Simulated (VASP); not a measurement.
A run of VASP 6.6.1 is set up as follows.

Contents of INCAR:

```
ALGO = Normal
EDIFF = 1E-7
EDIFFG = -0.15
ENCUT = 520
GGA = PE
IBRION = 2
ISIF = 3
ISMEAR = 0
IVDW = 12
LASPH = T
LCHARG = F
LREAL = F
LWAVE = F
NELM = 100
NSW = 80
PREC = Accurate
SIGMA = 0.02
```

KPOINTS

```
k-points
0
Gamma
  15 15 6
```

The input POSCAR:

```
BN
1.0
    2.4982400000      0.0000000000      0.0000000000
   -1.2491200000      2.1635393000      0.0000000000
    0.0000000000      0.0000000000      6.6357000000
B N
2 2
Direct
    0.3333333300      0.6666666700      0.2500000000
    0.6666666700      0.3333333300      0.7500000000
    0.3333333300      0.6666666700      0.7500000000
    0.6666666700      0.3333333300      0.2500000000
```

Potentials or basis: VASP PAW PBE potentials, release 64 (B, N).

Command:

```console
$ cat potpaw_PBE.64/B/POTCAR potpaw_PBE.64/N/POTCAR > POTCAR
$ mpirun -np 1 vasp_std > vasp.out
```

Predict the band gap on the k mesh.

4.28 eV, indirect (least direct gap 4.63 eV).

Estimate the relaxed volume.

9.03 Å³/atom.

What does it give for the dispersion energy per atom?

-0.141 eV.

Estimate the space group after relaxing (to 0.05 Å).

P6_3/mmc (No. 194).

Stress tensor (GPa, compression positive):
```
-0.02  0.00  0.00
 0.00 -0.02  0.00
 0.00  0.00 -0.22
```

Caveat: an odd mesh through Γ misses points on the zone boundary, where band edges often lie. Zero-point motion and thermal expansion aren't in these numbers.
